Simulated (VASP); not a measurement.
Calculation: PBE GGA with spin-orbit coupling, VASP's PBE PAW potentials (set 64) (plane waves; VASP).

Input for VASP

POSCAR:
```
NiSi2
3.8545440
  0.0000000000   0.7071068258   0.7071068258
  0.7071068258   0.0000000000   0.7071068258
  0.7071068258   0.7071068258   0.0000000000
Si Ni
2 1
Cartesian
  0.3535534129   0.3535534129   0.3535534129
  1.0606602387   1.0606602387   1.0606602387
  0.0000000000   0.0000000000   0.0000000000
```

File KPOINTS:
```
Automatic mesh
0
Gamma
9 9 9
0 0 0
```

KPOINTS_OPT:
```
k-points along high-symmetry lines
8
Line-mode
Reciprocal
  0.000000   0.000000   0.000000 ! GAMMA
  0.500000   0.000000   0.500000 ! X

  0.500000   0.000000   0.500000 ! X
  0.625000   0.250000   0.625000 ! U

  0.375000   0.375000   0.750000 ! K
  0.000000   0.000000   0.000000 ! GAMMA

  0.000000   0.000000   0.000000 ! GAMMA
  0.500000   0.500000   0.500000 ! L

  0.500000   0.500000   0.500000 ! L
  0.500000   0.250000   0.750000 ! W

  0.500000   0.250000   0.750000 ! W
  0.500000   0.000000   0.500000 ! X
```

**INCAR**
```
SYSTEM = NiSi2
PREC = Accurate
ENCUT = 400
EDIFF = 1E-6
NELM = 100
ALGO = Normal
LREAL = .FALSE.
LASPH = .TRUE.
ISMEAR = 0
SIGMA = 0.05
GGA = PE
LMAXMIX = 4
LWAVE = .FALSE.
LCHARG = .FALSE.
LSORBIT = .TRUE.
MAGMOM = 0 0 0 0 0 0 0 0 0
GGA_COMPAT = .FALSE.
```

POTCAR, in this order: Si Ni (PBE.64 set). Program: vasp_ncl.

The run wrote:

OSZICAR:
```
       N       E                     dE             d eps       ncg     rms          rms(c)
DAV:   1     0.848166204702E+02    0.84817E+02   -0.64489E+03  1836   0.116E+03
DAV:   2    -0.132052557811E+02   -0.98022E+02   -0.92972E+02  1832   0.267E+02
DAV:   3    -0.192039691581E+02   -0.59987E+01   -0.57889E+01  2346   0.758E+01
DAV:   4    -0.193781823393E+02   -0.17421E+00   -0.17329E+00  2260   0.124E+01
DAV:   5    -0.193838583546E+02   -0.56760E-02   -0.56723E-02  2352   0.224E+00    0.162E+01
DAV:   6    -0.241962804899E+02   -0.48124E+01   -0.51685E+01  2136   0.183E+02    0.258E+01
DAV:   7    -0.174634028833E+02    0.67329E+01   -0.15932E+01  2184   0.116E+02    0.456E+00
DAV:   8    -0.174200134051E+02    0.43389E-01   -0.30738E+00  2740   0.280E+01    0.251E+00
DAV:   9    -0.173828773706E+02    0.37136E-01   -0.27340E-01  2468   0.992E+00    0.583E-01
DAV:  10    -0.173822264182E+02    0.65095E-03   -0.54905E-03  2476   0.100E+00    0.305E-01
DAV:  11    -0.173821921630E+02    0.34255E-04   -0.79450E-04  2072   0.219E-01    0.124E-01
DAV:  12    -0.173822326346E+02   -0.40472E-04   -0.51581E-05  2558   0.107E-01    0.363E-02
DAV:  13    -0.173822525239E+02   -0.19889E-04   -0.27554E-05  2010   0.568E-02    0.171E-02
DAV:  14    -0.173822513509E+02    0.11730E-05   -0.10436E-05  2552   0.698E-02    0.619E-03
DAV:  15    -0.173822515303E+02   -0.17944E-06   -0.12194E-06  1590   0.120E-02
   1 F= -.17382252E+02 E0= -.17381895E+02  d E =-.713933E-03  mag=    -0.0000     0.0000    -0.0000
       N       E                     dE             ncg
       N       E                     dE             ncg
```

OUTCAR:
```
------------------------ aborting loop because EDIFF is reached ----------------------------------------
  FORCE on cell =-STRESS in cart. coord.  units (eV):
  Direction    XX          YY          ZZ          XY          YZ          ZX
  --------------------------------------------------------------------------------------
  Total       -0.0361905     -0.0361905     -0.0361905     -0.0000000      0.0000000     -0.0000000
  in kB       -1.4318611     -1.4318611     -1.4318611     -0.0000000      0.0000000     -0.0000000
  external PRESSURE =      -1.4318611 kB  Pullay stress =       0.0000000 kB
  volume of cell :       40.50
      direct lattice vectors                 reciprocal lattice vectors
     0.000000000  2.725574373  2.725574373    -0.183447572  0.183447572  0.183447572
     2.725574373  0.000000000  2.725574373     0.183447572 -0.183447572  0.183447572
     2.725574373  2.725574373  0.000000000     0.183447572  0.183447572 -0.183447572
 POSITION                                       TOTAL-FORCE (eV/Angst)
 -----------------------------------------------------------------------------------
      1.36279      1.36279      1.36279        -0.000000     -0.000000     -0.000000
      4.08836      4.08836      4.08836         0.000000      0.000000      0.000000
      0.00000      0.00000      0.00000         0.000000     -0.000000      0.000000
 -----------------------------------------------------------------------------------
    total drift:                               -0.000000      0.000000      0.000000
  FREE ENERGIE OF THE ION-ELECTRON SYSTEM (eV)
  ---------------------------------------------------
  free  energy   TOTEN  =       -17.3822515303 eV

  energy  without entropy=      -17.3815375973  energy(sigma->0) =      -17.38189456

 Ion:    1  E_soc:     -0.0002736

 Ion:    2  E_soc:     -0.0002736

 Ion:    3  E_soc:     -0.0139375
```
(Selected blocks of OUTCAR.)

The compound is NiSi2 in the fluorite structure. It was relaxed first.
